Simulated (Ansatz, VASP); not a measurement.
# Ga2O3 (partly crystallised Ga2O3): VASP beside Ansatz

One calculation is typed for both programs; each brings its own data sets. How far apart do they land? The structure shown is the start of the Ansatz relaxation below; VASP solves that cell, so the two are compared at the walk's first step.

Calculated with Ansatz 0.2.0; plane waves, with VASP 6.6.1 beside it; single point at revPBE.

### Step 1. The starting structure

The cell holds 80 atoms: 32 Ga and 48 O. Cell: a = 9.332 Å, b = 9.332 Å, c = 9.332 Å, α = 90.0°, β = 90.0°, γ = 90.0°. As first built, before any earlier steps moved the atoms (in the runner's words): 80 atoms (32 Fe, 48 O) placed at random at 4.44 g/cm^3, melted at 5000 K for 10 ps at fixed volume with the Morse and Coulomb pair potential with partial charges (Pedone, Malavasi, Menziani, Cormack and Segre, J. Phys. Chem. B 110, 11780 (2006)). Quenched from 5000 K to 300 K at 20 K/ps and fixed volume, held 10 ps at zero pressure, then minimised at fixed cell. Then Fe was replaced by Ga and the cell scaled by 1.003 (the potential has no terms for the new elements, so the cell is a start for a DFT relaxation).

### Step 2. Ansatz: relaxation, revPBE

Ansatz runs on its PAW soft_1 files.

The two programs are compared at the cell with which this relaxation starts, whose forces are those of its first step.

input.yaml reads:

```yaml
crystal:
  lattice:
    - [9.33167, 0.0, 0.0]
    - [0.0, 9.33167, 0.0]
    - [0.0, 0.0, 9.33167]
  atoms:
    - { symbol: Ga, position: [0.13748, 0.86501, 0.40975] }
    - { symbol: Ga, position: [0.06631, 0.56324, 0.93424] }
    - { symbol: Ga, position: [0.85909, 0.32859, 0.43112] }
    - { symbol: Ga, position: [0.85788, 0.05538, 0.27405] }
    - { symbol: Ga, position: [0.34803, 0.57508, 0.7865] }
    - { symbol: Ga, position: [0.14426, 0.28698, 0.42766] }
    - { symbol: Ga, position: [0.50983, 0.94446, 0.92703] }
    - { symbol: Ga, position: [0.87023, 0.05849, 0.60612] }
    - { symbol: Ga, position: [0.54602, 0.82348, 0.59827] }
    - { symbol: Ga, position: [0.56055, 0.81958, 0.28296] }
    - { symbol: Ga, position: [0.10062, 0.2761, 0.77058] }
    - { symbol: Ga, position: [0.83631, 0.78104, 0.43892] }
    - { symbol: Ga, position: [0.6021, 0.5342, 0.59944] }
    - { symbol: Ga, position: [0.13323, 0.05579, 0.06399] }
    - { symbol: Ga, position: [0.59382, 0.25511, 0.09038] }
    - { symbol: Ga, position: [0.35086, 0.04762, 0.59402] }
    - { symbol: Ga, position: [0.57478, 0.23732, 0.45238] }
    - { symbol: Ga, position: [0.61097, 0.57269, 0.95112] }
    - { symbol: Ga, position: [0.83325, 0.78155, 0.77265] }
    - { symbol: Ga, position: [0.32154, 0.77722, 0.09901] }
    - { symbol: Ga, position: [0.16787, 0.88239, 0.77644] }
    - { symbol: Ga, position: [0.07029, 0.56659, 0.60478] }
    - { symbol: Ga, position: [0.33833, 0.55108, 0.43864] }
    - { symbol: Ga, position: [0.8872, 0.31664, 0.10635] }
    - { symbol: Ga, position: [0.59147, 0.52434, 0.26253] }
    - { symbol: Ga, position: [0.83676, 0.78638, 0.10678] }
    - { symbol: Ga, position: [0.78607, 0.36693, 0.7747] }
    - { symbol: Ga, position: [0.27746, 0.39624, 0.10149] }
    - { symbol: Ga, position: [0.36914, 0.06641, 0.25836] }
    - { symbol: Ga, position: [0.8469, 0.05444, 0.92847] }
    - { symbol: Ga, position: [0.41527, 0.25793, 0.79932] }
    - { symbol: Ga, position: [0.07962, 0.56724, 0.26424] }
    - { symbol: O, position: [0.99303, 0.21568, 0.27811] }
    - { symbol: O, position: [0.9427, 0.71017, 0.2718] }
    - { symbol: O, position: [0.49331, 0.19215, 0.62144] }
    - { symbol: O, position: [0.92911, 0.70387, 0.60225] }
    - { symbol: O, position: [0.20618, 0.90775, 0.5879] }
    - { symbol: O, position: [0.26987, 0.19087, 0.1152] }
    - { symbol: O, position: [0.50836, 0.43436, 0.43442] }
    - { symbol: O, position: [0.7137, 0.89446, 0.92888] }
    - { symbol: O, position: [0.2351, 0.42604, 0.60315] }
    - { symbol: O, position: [0.52494, 0.18957, 0.26699] }
    - { symbol: O, position: [0.97042, 0.94954, 0.78032] }
    - { symbol: O, position: [0.20063, 0.62675, 0.08916] }
    - { symbol: O, position: [0.42262, 0.66946, 0.27576] }
    - { symbol: O, position: [0.9164, 0.6934, 0.94312] }
    - { symbol: O, position: [0.23781, 0.9148, 0.95751] }
    - { symbol: O, position: [0.44855, 0.92178, 0.73892] }
    - { symbol: O, position: [0.0218, 0.44905, 0.10186] }
    - { symbol: O, position: [0.01152, 0.19948, 0.94967] }
    - { symbol: O, position: [0.16798, 0.66957, 0.77695] }
    - { symbol: O, position: [0.95804, 0.95866, 0.09619] }
    - { symbol: O, position: [0.27628, 0.14358, 0.42718] }
    - { symbol: O, position: [0.9614, 0.95527, 0.43532] }
    - { symbol: O, position: [0.74925, 0.39175, 0.26426] }
    - { symbol: O, position: [0.68389, 0.64186, 0.75888] }
    - { symbol: O, position: [0.51322, 0.43742, 0.783] }
    - { symbol: O, position: [0.47069, 0.93104, 0.43525] }
    - { symbol: O, position: [0.42797, 0.65132, 0.60734] }
    - { symbol: O, position: [0.51368, 0.15429, 0.9377] }
    - { symbol: O, position: [0.24703, 0.14282, 0.75927] }
    - { symbol: O, position: [0.24907, 0.4084, 0.89255] }
    - { symbol: O, position: [0.78769, 0.16826, 0.76954] }
    - { symbol: O, position: [0.67003, 0.6622, 0.13002] }
    - { symbol: O, position: [0.6564, 0.67641, 0.44007] }
    - { symbol: O, position: [0.7381, 0.89652, 0.27575] }
    - { symbol: O, position: [0.75948, 0.15157, 0.44164] }
    - { symbol: O, position: [0.97977, 0.44664, 0.77276] }
    - { symbol: O, position: [0.48582, 0.43345, 0.09471] }
    - { symbol: O, position: [0.73198, 0.89777, 0.61138] }
    - { symbol: O, position: [0.2422, 0.42358, 0.30033] }
    - { symbol: O, position: [0.768, 0.15042, 0.10091] }
    - { symbol: O, position: [0.00957, 0.22081, 0.58424] }
    - { symbol: O, position: [0.21716, 0.92037, 0.23841] }
    - { symbol: O, position: [0.4418, 0.69374, 0.93321] }
    - { symbol: O, position: [0.74468, 0.39951, 0.58213] }
    - { symbol: O, position: [0.74214, 0.40175, 0.96742] }
    - { symbol: O, position: [0.47383, 0.92188, 0.12922] }
    - { symbol: O, position: [0.17519, 0.66906, 0.43312] }
    - { symbol: O, position: [0.00065, 0.46107, 0.43326] }
kpoints:
  mp_grid: { grid: [1, 1, 1] }
hamiltonian:
  xc: revpbe
  pseudopotentials: { kind: paw, azcp: { folder: soft_1 } }
scf:
  occupations: { method: fixed }
output:
  forces: true
relax:
  f_tol: 0.05
  max_steps: 150
  cell: {}
```

Started as:

```sh
ansatz run input.yaml --threads 4 --pin off --max-ram 8192MiB --backend cpu --events-out ev --progress --plain --runs-dir out
```

Numbers of over 12 decimals in the logs are rounded to 6 here.

Output:

```text
Engine: ansatz 0.2.0, x86_64-unknown-linux-gnu
Pseudopotentials: kind: paw
Pseudopotential: Ga, paw, valence charge 13, recommended cutoff 420 eV (normal), soft_1/Ga.paw.azcp
Pseudopotential: O, paw, valence charge 6, recommended cutoff 420 eV (normal), soft_1/O.paw.azcp
Functional definition: revPBE
  parameter kappa = 1.245
  parameter beta = 0.066725
  exchange = pbe_x(kappa = kappa, mu = beta*pi^2/3)
  correlation = pbe_c(beta = beta)
Crystal: 80 atoms, lattice volume = 812.602 Å³
Basis set: ecut = 420 eV, 15895 PW (Γ), exchange–correlation on 128×128×128 points (8 copies of the dense FFT grid, shifted against one another)
Bands: 432, of which v1, the nominal top of the filled ones, is band 352 counted from 1 (351 counted from 0)
Symmetry: 1 space group operations
Space group: P1 (ITA 1), of the structure as read, at distance tolerance 9.3e-5 Å
k-points: 1
Non-local potential: Ga, projectors of the file, l = 0: 2, l = 1: 2, l = 2: 3, l = 3: 1
Non-local potential: O, projectors of the file, l = 0: 2, l = 1: 2, l = 2: 1
PAW form: soft (Blöchl's): semilocal exchange-correlation on the pseudo side does not see the compensation charge
PAW frozen core: Ga, regenerated for the run's functional, and the local potential with it (the file was generated under x = pbe(κ = 0.804, μ = 0.219515), c = pbe(β = 0.066725))
PAW frozen core: O, regenerated for the run's functional, and the local potential with it (the file was generated under x = pbe(κ = 0.804, μ = 0.219515), c = pbe(β = 0.066725))
PAW one-centre angular grid: Ga, 590 points (default); XC on 64 Gauss nodes
PAW one-centre angular grid: O, 110 points (default); XC on 64 Gauss nodes
Initial density: superposition of atomic densities (chi_scale 0.1, normalization cell, long waves kept (reshape's long-wave potential 0.09 eV rms))
Initial wavefunctions: pseudopotential atomic-orbital guess
Functional: x = revpbe(κ = 1.245, μ = 0.219515), c = pbe(β = 0.066725)
SCF iter   1: F=—  HF=-148515.274132 eV  |F-HF|=—  |Δ(HF+E_count)|=         —  Δρ=1.26e-1  dr2=6.00e1  ethr=3.10e-3  ⟨swp⟩=4.0  Hψ=1128  notcnv=0  defer=72
preconditioner: auto → Resta (q_TF=auto, 2.664 Å⁻¹)  ε∞=4.3  [insulator: Δε(μ)=2.649 eV  Ē_g=18.895 eV  n_scr=250 (ndim 8)  ℏωp=34.6 eV  f_vac=0.002  ε∞_Penn≈4.3]
SCF iter   2: F=—  HF=-148500.368249 eV  |F-HF|=—  |Δ(HF+E_count)|=    1.49e1  Δρ=5.65e-2  dr2=1.18e1  ethr=3.10e-3  ⟨swp⟩=2.0  Hψ=799  notcnv=0  defer=72
SCF iter   3: F=—  HF=-148496.575551 eV  |F-HF|=—  |Δ(HF+E_count)|=    3.79e0  Δρ=1.64e-2  dr2=1.54e0  ethr=1.68e-3  ⟨swp⟩=3.0  Hψ=577  notcnv=0  defer=73
SCF iter   4: F=—  HF=-148496.246429 eV  |F-HF|=—  |Δ(HF+E_count)|=   3.29e-1  Δρ=4.89e-3  dr2=1.62e-1  ethr=2.19e-4  ⟨swp⟩=2.0  Hψ=667  notcnv=0  defer=77
SCF iter   5: F=—  HF=-148496.367377 eV  |F-HF|=—  |Δ(HF+E_count)|=   1.21e-1  Δρ=2.70e-3  dr2=4.45e-2  ethr=2.30e-5  ⟨swp⟩=3.0  Hψ=714  notcnv=0  defer=78
SCF iter   6: F=—  HF=-148496.404895 eV  |F-HF|=—  |Δ(HF+E_count)|=   3.75e-2  Δρ=7.72e-4  dr2=5.57e-3  ethr=6.32e-6  ⟨swp⟩=2.0  Hψ=777  notcnv=0  defer=78
SCF iter   7: F=—  HF=-148496.410118 eV  |F-HF|=—  |Δ(HF+E_count)|=   5.22e-3  Δρ=6.20e-4  dr2=2.62e-3  ethr=7.92e-7  ⟨swp⟩=2.0  Hψ=714  notcnv=0  defer=78
SCF iter   8: F=—  HF=-148496.410031 eV  |F-HF|=—  |Δ(HF+E_count)|=   8.71e-5  Δρ=8.95e-5  dr2=7.73e-5  ethr=3.72e-7  ⟨swp⟩=2.0  Hψ=704  notcnv=0  defer=74
SCF iter   9: F=—  HF=-148496.411459 eV  |F-HF|=—  |Δ(HF+E_count)|=   1.43e-3  Δρ=7.53e-5  dr2=3.74e-5  ethr=1.10e-8  ⟨swp⟩=2.0  Hψ=712  notcnv=0  defer=72
SCF iter  10: F=—  HF=-148496.411459 eV  |F-HF|=—  |Δ(HF+E_count)|=   5.70e-7  Δρ=1.75e-5  dr2=2.35e-6  ethr=5.31e-9  ⟨swp⟩=2.0  Hψ=712  notcnv=0  defer=72
SCF iter  11: F=—  HF=-148496.411464 eV  |F-HF|=—  |Δ(HF+E_count)|=   4.31e-6  Δρ=8.19e-6  dr2=4.95e-7  ethr=3.34e-10  ⟨swp⟩=2.0  Hψ=712  notcnv=0  defer=72
SCF iter  12: F=—  HF=-148496.411464 eV  |F-HF|=—  |Δ(HF+E_count)|=   3.06e-7  Δρ=6.79e-6  dr2=2.95e-7  ethr=7.03e-11  ⟨swp⟩=2.0  Hψ=712  notcnv=0  defer=72
SCF iter  13: F=-148496.411464 eV  HF=-148496.411464 eV  |F-HF|=1.11e-8  |Δ(HF+E_count)|=   3.67e-9  Δρ=1.23e-6  dr2=1.27e-8  ethr=1.42e-11  ⟨swp⟩=2.0  Hψ=1467  notcnv=0
SCF 1 converged in 13 iterations: F = -148496.411464 eV  dr2 = 1.27e-8
  greatest PAW one-centre occupation: 0.998 electrons in one spin orbital (limit 2), on the Ga atom at site 12 (counted from 0), in its partial waves of l = 2
relax step   1: F+E_penalty+E_count = -148496.41146410 eV  Δ(F+E_penalty+E_count) = +0.000e0 eV  max|allowed force component| = 1.175e0 eV/Å  Δτ_max = 0.0000 Å  P = +10.062 GPa  Ω = 812.602 Å³  (13 SCF iters, dr2 threshold 1.00e-7 eV, accepted)
Crystal: 80 atoms, lattice volume = 844.241 Å³
Basis set: ecut = 420 eV, 16511 PW (Γ), exchange–correlation on 128×128×128 points (8 copies of the dense FFT grid, shifted against one another)
[...]
atom  51  O      0.00021334    -0.00137807    -0.00081886
  atom  52  O      0.00168249     0.00263772    -0.00231489
  atom  53  O     -0.00121206     0.00060417    -0.00089650
  atom  54  O     -0.00067927    -0.00099414     0.00066340
  atom  55  O     -0.00033672    -0.00106443    -0.00096618
  atom  56  O     -0.00093894    -0.00049686    -0.00101774
  atom  57  O      0.00097816     0.00057551     0.00087118
  atom  58  O      0.00128042     0.00138246    -0.00025763
  atom  59  O     -0.00023145     0.00066646    -0.00125446
  atom  60  O      0.00082499     0.00089249     0.00092349
  atom  61  O     -0.00327111    -0.00164957     0.00274259
  atom  62  O      0.00038552     0.00132761    -0.00098227
  atom  63  O      0.00119194    -0.00121665    -0.00020252
  atom  64  O      0.00044174    -0.00195861    -0.00033095
  atom  65  O     -0.00011129     0.00021124    -0.00275407
  atom  66  O      0.00057776     0.00094519     0.00081171
  atom  67  O      0.00349756    -0.00094044     0.00006267
  atom  68  O      0.00138937     0.00016119    -0.00066317
  atom  69  O      0.00006186     0.00080405    -0.00060004
  atom  70  O     -0.00429021     0.00052322    -0.00087995
  atom  71  O     -0.00127319     0.00001329     0.00181844
  atom  72  O     -0.00025560    -0.00008537    -0.00020447
  atom  73  O      0.00170858    -0.00053629     0.00012966
  atom  74  O     -0.00218680    -0.00030614     0.00208117
  atom  75  O     -0.00115791    -0.00009285    -0.00014030
  atom  76  O     -0.00158137    -0.00049402    -0.00141999
  atom  77  O      0.00039598     0.00175840     0.00145761
  atom  78  O      0.00015141     0.00211404     0.00050247
  atom  79  O      0.00051105     0.00041048     0.00021798
  atom  80  O     -0.00206094    -0.00056042     0.00241131
  max |Σ_I F_I| component: 1.31e-5 eV/Å
--- Stress (GPa, compression-positive) ---
       -0.006301      -0.001286      -0.002977
       -0.001286      -0.002856      -0.001743
       -0.002977      -0.001743       0.015683
  P = ⅓ Tr σ = 0.0022 GPa (0.022 kbar)
--- Relaxed structure (11 steps of the walk, 11 accepted, 3 SCFs on fresh bases) ---
  F+E_penalty+E_count = -148501.56488491 eV   max|allowed force component| = 6.136e-3 eV/Å   (the final SCF, on the basis selected at the relaxed cell)
  cell:  # Å, volume = 885.8761 Å³
    - [9.907938, 0.054765, -0.058232]
    - [0.054765, 9.720729, 0.108877]
    - [-0.058232, 0.108877, 9.199801]
  atoms:
    - { symbol: Ga, position: [0.133584, 0.874258, 0.417878] }
    - { symbol: Ga, position: [0.064152, 0.570317, 0.943486] }
    - { symbol: Ga, position: [0.855016, 0.340930, 0.434747] }
    - { symbol: Ga, position: [0.859178, 0.055702, 0.273028] }
    - { symbol: Ga, position: [0.333796, 0.561515, 0.770846] }
    - { symbol: Ga, position: [0.130149, 0.282827, 0.415960] }
    - { symbol: Ga, position: [0.544265, 0.958020, 0.923784] }
    - { symbol: Ga, position: [0.894772, 0.071884, 0.607933] }
    - { symbol: Ga, position: [0.535457, 0.839150, 0.595879] }
    - { symbol: Ga, position: [0.552326, 0.818479, 0.274693] }
    - { symbol: Ga, position: [0.119147, 0.278886, 0.794489] }
    - { symbol: Ga, position: [0.825187, 0.773892, 0.436592] }
    - { symbol: Ga, position: [0.607527, 0.545009, 0.595641] }
    - { symbol: Ga, position: [0.137855, 0.043042, 0.071163] }
    - { symbol: Ga, position: [0.597595, 0.246184, 0.098898] }
    - { symbol: Ga, position: [0.334371, 0.064245, 0.617413] }
    - { symbol: Ga, position: [0.581984, 0.240447, 0.448274] }
    - { symbol: Ga, position: [0.595158, 0.559088, 0.938900] }
    - { symbol: Ga, position: [0.819446, 0.771742, 0.763511] }
    - { symbol: Ga, position: [0.321827, 0.761549, 0.063788] }
    - { symbol: Ga, position: [0.130642, 0.861328, 0.779385] }
    - { symbol: Ga, position: [0.068406, 0.568486, 0.601658] }
    - { symbol: Ga, position: [0.337831, 0.564232, 0.432726] }
    - { symbol: Ga, position: [0.867105, 0.342569, 0.121321] }
    - { symbol: Ga, position: [0.596065, 0.533083, 0.264537] }
    - { symbol: Ga, position: [0.826831, 0.774011, 0.103439] }
    - { symbol: Ga, position: [0.818032, 0.357528, 0.778884] }
    - { symbol: Ga, position: [0.297605, 0.372470, 0.107844] }
    - { symbol: Ga, position: [0.360538, 0.068871, 0.281471] }
    - { symbol: Ga, position: [0.868148, 0.055146, 0.932752] }
    - { symbol: Ga, position: [0.460115, 0.256664, 0.781944] }
    - { symbol: Ga, position: [0.073010, 0.578246, 0.262795] }
    - { symbol: O, position: [0.976136, 0.228042, 0.289916] }
    - { symbol: O, position: [0.923711, 0.702564, 0.271176] }
    - { symbol: O, position: [0.506999, 0.166584, 0.612116] }
    - { symbol: O, position: [0.922978, 0.693204, 0.601347] }
    - { symbol: O, position: [0.205922, 0.921265, 0.602178] }
    - { symbol: O, position: [0.272847, 0.178673, 0.126506] }
    - { symbol: O, position: [0.514921, 0.431955, 0.437026] }
    - { symbol: O, position: [0.728907, 0.905048, 0.933256] }
    - { symbol: O, position: [0.245584, 0.474269, 0.603296] }
    - { symbol: O, position: [0.528193, 0.164857, 0.271587] }
    - { symbol: O, position: [0.953937, 0.938840, 0.764261] }
    - { symbol: O, position: [0.173330, 0.652234, 0.099194] }
    - { symbol: O, position: [0.429084, 0.659176, 0.266513] }
    - { symbol: O, position: [0.915782, 0.703083, 0.936059] }
    - { symbol: O, position: [0.217577, 0.908775, 0.949057] }
    - { symbol: O, position: [0.452162, 0.930034, 0.748163] }
    - { symbol: O, position: [0.00531677, 0.461085, 0.106129] }
    - { symbol: O, position: [0.035778, 0.171122, 0.943271] }
    - { symbol: O, position: [0.155063, 0.667700, 0.775916] }
    - { symbol: O, position: [0.953991, 0.967249, 0.108249] }
    - { symbol: O, position: [0.274809, 0.156777, 0.440131] }
    - { symbol: O, position: [0.953422, 0.951782, 0.437558] }
    - { symbol: O, position: [0.741520, 0.395274, 0.271085] }
    - { symbol: O, position: [0.677375, 0.637010, 0.767371] }
[...]
- { symbol: O, position: [0.033092, 0.216412, 0.598136] }
    - { symbol: O, position: [0.215702, 0.939647, 0.248818] }
    - { symbol: O, position: [0.420407, 0.658590, 0.923640] }
    - { symbol: O, position: [0.747561, 0.404322, 0.594947] }
    - { symbol: O, position: [0.737892, 0.399783, 0.956229] }
    - { symbol: O, position: [0.461892, 0.897637, 0.101842] }
    - { symbol: O, position: [0.164746, 0.680585, 0.425510] }
    - { symbol: O, position: [0.0097284, 0.454371, 0.437991] }
```

(Part 1 of 2 ends here.)

[Lines on the potential files, build, host, timing and source positions are cut from VASP's logs without a mark.]

[Logs are printed without paths, hosts, clocks, repeated set-up lines and the standing remarks that a program may print on its own settings, such as how far it seeks lower states.]

[Hosts, paths, dates, database ids (printed as entryN), source tags and the programs' standing remarks are cut or masked in the printed files.]
